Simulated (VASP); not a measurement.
Here is the system:

```yaml
crystal:
  lattice:
    - [0.00000, 2.69336, 2.69336]
    - [2.69336, 0.00000, 2.69336]
    - [2.69336, 2.69336, 0.00000]
  atoms:
    - { symbol: Al, position: [0.00000, 0.00000, 0.00000] }
    - { symbol: P, position: [0.25000, 0.25000, 0.25000] }
```

Computed with optB88-vdW, VASP's PBE PAW potentials (set 64) (plane waves; VASP 6.6.1). Settings: 520 eV cut-off, 8×8×8 Γ-centred mesh, Gaussian smearing of 0.050 eV, potentials Al P.

**Question.** Estimate the energy per atom (σ→0), pressure, band gap (on the k-mesh) with the smallest direct gap where there is one.

**Answer.** 
```
Item                                         Result
-----------------------------------  --------------
band gap (on the k-mesh)                    1.60 eV
smallest direct gap (on the k-mesh)         3.70 eV
energy per atom (σ→0)                -3.838 eV/atom
pressure                                   5.91 GPa
```

The compound is AlP in the zinc blende structure. This cell is one point of a volume scan, at 0.94 of the reference volume.
